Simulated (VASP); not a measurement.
A run of VASP 6.6.1 is set up as follows.

Contents of INCAR:

```
SYSTEM = Si
PREC = Accurate
ENCUT = 350
EDIFF = 1E-7
ISMEAR = 0
SIGMA = 0.02
LREAL = .FALSE.
LASPH = .TRUE.
NELM = 100
ALGO = Normal
ISIF = 3
LWAVE = .FALSE.
LCHARG = .FALSE.
IBRION = 2
NSW = 80
EDIFFG = -0.002
```

Contents of KPOINTS:

```
Automatic mesh
0
G
  6 6 6
  0 0 0
```

File POSCAR:

```
Si                                      
1.0
    0.0000000000      2.7017505687      2.7017505687
    2.7017505687      0.0000000000      2.7017505687
    2.7017505687      2.7017505687     -0.0000000000
  Si            
     2
Direct
     0.7500000000000000    0.7500000000000000    0.7500000000000000
     0.5000000000000000    0.5000000000000000    0.5000000000000000
```

Potentials or basis: VASP PAW LDA potentials, release 64 (Si).

Command:

```console
$ cat potpaw_LDA.64/Si/POTCAR > POTCAR
$ mpirun -np 1 vasp_std > vasp.out
```

Task: What does it give for the band gap on the k mesh?

Result: 0.57 eV, indirect (least direct gap 2.53 eV).

Final structure:
```
Si
1.0
     0.00000    2.70175    2.70175
     2.70175    0.00000    2.70175
     2.70175    2.70175    0.00000
Si
2
Direct
  0.75000 0.75000 0.75000
  0.50000 0.50000 0.50000
```

Caveat: the relaxation stopped at its first step, so nothing moved. A k mesh can miss the band edges.
